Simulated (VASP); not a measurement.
# Al15CrN16 (a cell with a defect) in VASP: notebook, part 2 of 2

VASP 6.6.1. The steps go on from the part before.

## 3. Single point, PBEsol+U, collinear spin, ferromagnetic start

INCAR

```
SYSTEM = Al15CrN16
  ALGO = Normal
  EDIFF = 1E-5
  ENCUT = 450
  GGA = PS
  ISIF = 2
  ISMEAR = 0
  ISPIN = 2
  ISYM = 0
  KPAR = 4
  LASPH = .True.
  LCHARG = .False.
  LDAU = .True.
  LDAUJ = 0 0 0
  LDAUL = 2 -1 -1
  LDAUPRINT = 1
  LDAUTYPE = 2
  LDAUU = 3 0 0
  LMAXMIX = 4
  LORBIT = 11
  LREAL = Auto
  LWAVE = .False.
  MAGMOM = 2 0 0 0 0 0 0 0 0 0 0 0 0 0 0 0 0 0 0 0 0 0 0 0 0 0 0 0 0 0 0 0
  NBANDS = 94
  NELECT = 138.0
  NELM = 120
  PREC = Accurate
  SIGMA = 0.03
```

KPOINTS

```
k-points
0
Gamma
  3 3 2
  0 0 0
```

POSCAR

```
Al15CrN16                               
1.0
    6.2200008610      0.0000000000      0.0000000000
   -3.1100004305      5.3866787572      0.0000000000
    0.0000000000      0.0000000000      9.9600000000
  Cr              Al              N             
     1    15    16
Direct
     0.3326937331833682    0.1669849346924673    0.0028800940314589
     0.3345066871492911    0.1656480451026781    0.4975970860994718
     0.3300092649510502    0.6654231669272720    0.9990084487887004
     0.3341685337847385    0.6666829086753545    0.5002183618926117
     0.8345656322269027    0.1699109032699365    0.9988503308629082
     0.8335002152699157    0.1658789508108283    0.5000795696686645
     0.8335436222894306    0.6665907663385601    0.0006147186529303
     0.8334764547559476    0.6668888781002084    0.5002630260109120
     0.1685800354173353    0.3316146698837356    0.2509495221178449
     0.1659624044724152    0.3342532247724557    0.7490953655202605
     0.1668894351995479    0.8316663886788253    0.2509229379123784
     0.1652660523479207    0.8316582922870699    0.7511173678748647
     0.6684493153285320    0.3332455121218479    0.2511293619982700
     0.6682112131513838    0.3348472412533323    0.7510396509696189
     0.6669518333784087    0.8333619096533655    0.2482833479196163
     0.6665550322204467    0.8339343682792437    0.7513379485245890
     0.3361173651254411    0.1640292656245828    0.2090497328633700
     0.3338127096671923    0.1663479747357846    0.6895657244250839
     0.3327846129253894    0.6645809389261936    0.1917573923054482
     0.3353931524561449    0.6684656835384093    0.6889584330700208
     0.8356296236664149    0.1674770404985065    0.1916374681214359
     0.8319321030991049    0.1648803807651910    0.6888501423315611
     0.8338459620999421    0.6661891025162252    0.1928293960373078
     0.8321519218593399    0.6681729401414814    0.6892625204238908
     0.1665244808931931    0.3338429795637602    0.4426882303420011
     0.1572395060761585    0.3427970806827248    0.9336634049395564
     0.1654696950087417    0.8295981201398728    0.4427497704770373
     0.1559841839247366    0.8162510946878523    0.9380358173051763
     0.6707254028340068    0.3349109876120394    0.4429018682117111
     0.6835301853961998    0.3439616111843962    0.9380226323831151
     0.6669243757807635    0.8332394814046334    0.4393854846390770
     0.6657142540605958    0.8340521571311904    0.9413748432791234
```

Potentials or basis: VASP PAW PBE potentials, release 64 (Cr_pv, Al, N).

Command:

```console
$ cat potpaw_PBE.64/Cr_pv/POTCAR potpaw_PBE.64/Al/POTCAR potpaw_PBE.64/N/POTCAR > POTCAR
$ mpirun -np 4 vasp_std > vasp.out
```

It took 11 min on 4 MPI ranks of Intel Xeon Platinum 8559C (Emerald Rapids), shared host; peak memory 0.75 GiB.

It converged, with:

| Quantity | Value |
| --- | --- |
| Free energy | -242.1734 eV |
| Largest force | 0.392 eV/Å |
| Band gap on the k mesh | 0.62 eV, indirect (least direct gap 0.65 eV) |
| Net moment | 4.00 μB per cell |
| Site moments | Cr +3.44; Al +0.00, +0.01; N -0.01, +0.00, -0.00 μB |
| Valence electrons inside the program's atomic spheres | Cr 10.88; Al 0.81, 0.83, 0.82; N 3.85, 3.83, 3.84 |

Forces in eV/Å, atoms in the order of the input:
```
Cr   0.149 -0.076  0.284
Al   0.009 -0.001  0.057
Al  -0.044 -0.092 -0.123
Al   0.013 -0.001  0.026
Al   0.040  0.091 -0.110
Al   0.010  0.007  0.045
Al   0.093 -0.074 -0.243
Al   0.000  0.000  0.050
Al  -0.035  0.021 -0.008
Al  -0.005  0.006  0.109
Al   0.063 -0.039  0.092
Al  -0.032  0.019  0.078
Al   0.069 -0.036  0.066
Al  -0.001  0.026  0.086
Al  -0.013  0.005  0.043
Al   0.012 -0.020 -0.017
N    0.067 -0.036  0.068
N   -0.003 -0.010 -0.095
N    0.033 -0.002  0.000
N    0.011  0.016 -0.031
N    0.015 -0.030  0.019
N   -0.030 -0.010 -0.021
N   -0.020  0.015 -0.020
N   -0.026  0.008 -0.058
N    0.007 -0.015 -0.054
N   -0.307  0.177 -0.168
N   -0.016  0.000 -0.049
N   -0.215 -0.293 -0.002
N   -0.010 -0.002 -0.062
N    0.154  0.336 -0.008
N    0.003 -0.003 -0.028
N    0.008  0.010  0.074
```

Levels at points of the mesh, in eV from the valence-band top:
Spin up:
| k point | band 67 | band 68 | band 69 | band 70 | band 71 | band 72 | band 73 | band 74 | band 75 | band 76 |
| --- | --- | --- | --- | --- | --- | --- | --- | --- | --- | --- |
| (0.00, 0.00, 0.00) | -3.04 | -1.77 | -1.39 | -0.26 | 0.00 | 0.69 | 1.23 | 2.28 | 2.28 | 2.31 |
| (0.00, 0.00, 0.50) | -3.31 | -1.74 | -1.37 | -0.34 | -0.04 | 0.62 | 1.95 | 1.96 | 2.04 | 2.16 |
Spin down:
```tsv
k point	band 63	band 64	band 65	band 66	band 67	band 68	band 69	band 70	band 71	band 72
(0.00, 0.00, 0.00)	-3.27	-3.26	-2.96	-2.86	-2.86	1.30	1.95	2.08	2.12	2.27
(0.00, 0.00, 0.50)	-3.36	-3.34	-3.34	-2.89	-2.86	1.73	1.90	1.90	1.97	1.98
```

Eigenvalues of the final occupation matrices:
```csv
site,spin,trace,eigenvalues
site 1 d,1,3.80,0.25 0.85 0.87 0.91 0.92
site 1 d,2,0.45,0.04 0.04 0.11 0.12 0.14
```

Caveat: the cell is charged against a uniform background, so pressure and absolute levels hang on convention; the PAW data sets were made with another functional, which shifts forces and pressure a little; only a ferromagnetic start was run, and an antiferromagnetic order may lie lower in energy. The state reached can hang on the start; a lower one may exist.

## 4. Single point, PBEsol+U, collinear spin, ferromagnetic start

INCAR: that of step 3 with these lines changed.

```diff
@@ -17,3 +17,3 @@
   LDAUTYPE = 2
-  LDAUU = 3 0 0
+  LDAUU = 5 0 0
   LMAXMIX = 4
@@ -26,2 +26,3 @@
   NELM = 120
+  NUPDOWN = 2
   PREC = Accurate
```

KPOINTS is that of step 3.

POSCAR is that of step 3.

Potentials or basis: VASP PAW PBE potentials, release 64 (Cr_pv, Al, N).

Command:

```console
$ cat potpaw_PBE.64/Cr_pv/POTCAR potpaw_PBE.64/Al/POTCAR potpaw_PBE.64/N/POTCAR > POTCAR
$ mpirun -np 4 vasp_std > vasp.out
```

OUTCAR:

```text
SYSTEM = Al15CrN16
   EDIFF = 1E-5
   ENCUT = 450
   GGA = PS
   ISIF = 2
   ISMEAR = 0
   ISPIN = 2
   ISYM = 0
   LASPH = .True.
   LORBIT = 11
   LREAL = Auto
   NELECT = 138.0
   NELM = 120
   NUPDOWN = 2
   PREC = Accurate

 ion  position               nearest neighbor table
   1  0.333  0.167  0.003-  28 2.00  30 2.00  26 2.01  17 2.05   9 3.04  11 3.06  13 3.06  12 3.09
                            14 3.09  10 3.10   5 3.11   7 3.11   3 3.11   7 3.11   3 3.11   5 3.11
   2  0.335  0.166  0.498-  27 1.89  29 1.89  25 1.89  18 1.91   9 3.04  13 3.04  11 3.05  10 3.09
                            14 3.10  12 3.10   4 3.10   6 3.10   8 3.11   8 3.11   6 3.12   4 3.12
[... 1992 lines left out ...]
      4.66258      0.91526      9.94855        -0.032434      0.113135     -0.063738
      4.66849      0.89354      4.98079         0.018627      0.015198      0.026574
[... 24 lines left out ...]
      1.55690      4.48839      4.37628         0.005242     -0.004197     -0.014192
      1.54684      4.49277      9.37609         0.043034     -0.010125      0.068097
 -----------------------------------------------------------------------------------
    total drift:                                0.010607     -0.003333     -0.009751

  FREE ENERGIE OF THE ION-ELECTRON SYSTEM (eV)
  ---------------------------------------------------
  free  energy   TOTEN  =      -240.0981100569 eV

  energy  without entropy=     -240.0981100569  energy(sigma->0) =     -240.09811006

 total charge

# of ion       s       p       d       tot
------------------------------------------
    1        0.331   6.351   4.196  10.878
    2        0.370   0.443   0.000   0.814
    3        0.374   0.455   0.000   0.829
    4        0.374   0.456   0.000   0.831
    5        0.374   0.455   0.000   0.829
    6        0.374   0.456   0.000   0.831
[... 24 lines left out ...]
   31        1.224   2.621   0.000   3.845
   32        1.224   2.616   0.000   3.840
--------------------------------------------------
tot         25.539  55.095   4.196  84.830

 magnetization (x)

# of ion       s       p       d       tot
------------------------------------------
    1        0.024   0.019   1.864   1.907
    2       -0.000  -0.001   0.000  -0.001
    3        0.002   0.002   0.000   0.004
    4        0.000   0.000   0.000   0.000
    5        0.002   0.002   0.000   0.005
    6        0.000   0.000   0.000   0.000
[... 24 lines left out ...]
   31       -0.000  -0.000   0.000  -0.000
   32       -0.000   0.000   0.000   0.000
--------------------------------------------------
tot          0.027   0.023   1.864   1.914
```

Run time: 16 min. Hardware: 4 MPI ranks of Intel Xeon Platinum 8559C (Emerald Rapids), shared host; peak memory 0.76 GiB.

What came out:

```yaml
Free_energy: -240.0981 eV
Largest_force: 0.435 eV/Å
Net_moment: 2.00 μB per cell
Site_moments: Cr +1.91; Al -0.00, +0.00, +0.01; N -0.00, +0.00, +0.01, -0.01 μB
Valence_electrons_inside_the_program's_atomic_spheres: Cr 10.88; Al 0.81, 0.83, 0.82; N 3.85, 3.83, 3.84
```

Forces on the atoms (eV/Å):
```
Cr   0.213 -0.104  0.124
Al   0.001  0.004  0.025
Al  -0.109 -0.030 -0.075
Al   0.009 -0.013  0.008
Al  -0.032  0.113 -0.064
Al   0.019  0.015  0.027
Al   0.137 -0.090 -0.252
Al   0.002  0.000  0.044
Al   0.000  0.003 -0.006
Al  -0.012  0.011  0.053
Al   0.104  0.006  0.079
Al  -0.032  0.007  0.077
Al   0.052 -0.090  0.061
Al   0.011  0.031  0.082
Al  -0.039  0.019  0.045
Al   0.019 -0.025 -0.025
N   -0.051  0.031  0.176
N   -0.004 -0.008 -0.057
N    0.043 -0.029 -0.006
N    0.006  0.011 -0.005
N    0.042 -0.025  0.012
N   -0.028 -0.002  0.007
N   -0.030  0.021 -0.041
N   -0.026  0.006 -0.054
N   -0.007 -0.008 -0.014
N   -0.265  0.149 -0.022
N   -0.023 -0.003 -0.035
N   -0.227 -0.362 -0.080
N   -0.012  0.004 -0.050
N    0.195  0.372 -0.089
N    0.005 -0.004 -0.014
N    0.043 -0.010  0.068
```

Eigenvalues of the final occupation matrices:
```
    site  spin  trace               eigenvalues
site 1 d     1   3.05  0.13 0.18 0.88 0.92 0.93
site 1 d     2   1.18  0.04 0.04 0.12 0.14 0.85
```

Caveat: the k mesh is coarse (spacing up to 0.39 Å⁻¹), so the values aren't converged; the cell is charged against a uniform background, so pressure and absolute levels hang on convention; the PAW data sets were made with another functional, which shifts forces and pressure a little; the total moment is fixed, so each spin has its own Fermi level; only a ferromagnetic start was run, and an antiferromagnetic order may lie lower in energy.

## 5. Single point, PBEsol+U, collinear spin, ferromagnetic start

INCAR: that of step 4 with these lines changed.

```diff
@@ -17,3 +17,3 @@
   LDAUTYPE = 2
-  LDAUU = 5 0 0
+  LDAUU = 3 0 0
   LMAXMIX = 4
```

KPOINTS

```
k-points
0
Gamma
  4 4 2
  0 0 0
```

POSCAR is that of step 4.

Command:

```console
$ cat potpaw_PBE.64/Cr_pv/POTCAR potpaw_PBE.64/Al/POTCAR potpaw_PBE.64/N/POTCAR > POTCAR
$ mpirun -np 4 vasp_std > vasp.out
```

It took 24 min on 4 MPI ranks of Intel Xeon Platinum 8559C (Emerald Rapids), shared host; peak memory 0.98 GiB.

Results (log left out):

* Free energy: -241.1142 eV
* Largest force: 0.328 eV/Å
* Net moment: 2.00 μB per cell
* Site moments: Cr +1.89; Al -0.00, +0.01, +0.00; N -0.01, -0.00, +0.00 μB
* Valence electrons inside the program's atomic spheres: Cr 10.88; Al 0.81, 0.83, 0.82; N 3.85, 3.83, 3.84

Forces in eV/Å, atoms in the order of the input:
```
Cr   0.273 -0.145  0.108
Al  -0.001  0.005  0.023
Al   0.000  0.035  0.040
Al   0.015 -0.012 -0.016
Al  -0.048 -0.010  0.053
Al   0.020  0.010  0.003
Al   0.031 -0.039 -0.164
Al  -0.005  0.003  0.026
Al  -0.022  0.014 -0.077
Al  -0.008  0.008  0.002
Al   0.123 -0.016  0.027
Al  -0.032  0.014  0.031
Al   0.079 -0.098  0.002
Al   0.003  0.028  0.039
Al  -0.052  0.028  0.014
Al   0.021 -0.025  0.009
N   -0.079  0.049 -0.122
N   -0.005 -0.008 -0.010
N    0.022 -0.047  0.014
N   -0.008  0.004  0.011
N    0.049  0.002  0.033
N   -0.029  0.013  0.021
N   -0.013  0.012 -0.029
N   -0.015  0.001 -0.044
N    0.006 -0.014  0.013
N   -0.030  0.017  0.071
N   -0.026  0.018 -0.021
N   -0.226 -0.038 -0.011
N   -0.030 -0.002 -0.034
N   -0.074  0.217 -0.015
N    0.007 -0.006  0.010
N    0.055 -0.017 -0.006
```

Eigenvalues of the final occupation matrices:
| site | spin | trace | eigenvalues |
| --- | --- | --- | --- |
| site 1 d | 1 | 3.05 | 0.16 0.21 0.85 0.91 0.92 |
| site 1 d | 2 | 1.19 | 0.04 0.05 0.14 0.16 0.80 |

Caveat: the cell is charged against a uniform background, so pressure and absolute levels hang on convention; the PAW data sets were made with another functional, which shifts forces and pressure a little; the total moment is fixed, so each spin has its own Fermi level; only a ferromagnetic start was run, and an antiferromagnetic order may lie lower in energy. The state reached can hang on the start; a lower one may exist.

## 6. Overview

| task | U | fixed moment (μB) | cell | k mesh | mesh quality | moment (μB) | largest force (eV/Å) |
| --- | --- | --- | --- | --- | --- | --- | --- |
| relaxation of the atoms | Cr d U = 3 eV | 2 | atoms relaxed from: atoms moved at random, drawn with an rms of 0.05 Å | 3 × 3 × 2 | coarse | 2.00 | 0.03 |
| single point | Cr d U = 3 eV | - | as given | 3 × 3 × 2 | not flagged | 4.00 | 0.39 |
| single point | Cr d U = 5 eV | 2 | as given | 3 × 3 × 2 | coarse | 2.00 | 0.43 |
| single point | Cr d U = 3 eV | 2 | as given | 4 × 4 × 2 | not flagged | 2.00 | 0.33 |

Alike in all rows: level PBEsol+U; potentials or basis VASP PAW PBE potentials, release 64 (Cr_pv, Al, N); spin collinear, ferromagnetic start; cutoff (eV) 450; smearing gaussian 0.03 eV.

Caveats: some runs use coarse meshes; the cell is charged against a uniform background, so pressure and absolute levels hang on convention; the PAW data sets were made with another functional, which shifts forces and pressure a little; only a ferromagnetic start was run, and an antiferromagnetic order may lie lower in energy; the total moment is fixed, so each spin has its own Fermi level (some runs).

Total energies depend on the potentials used, so only differences within one code and one set of settings carry meaning.
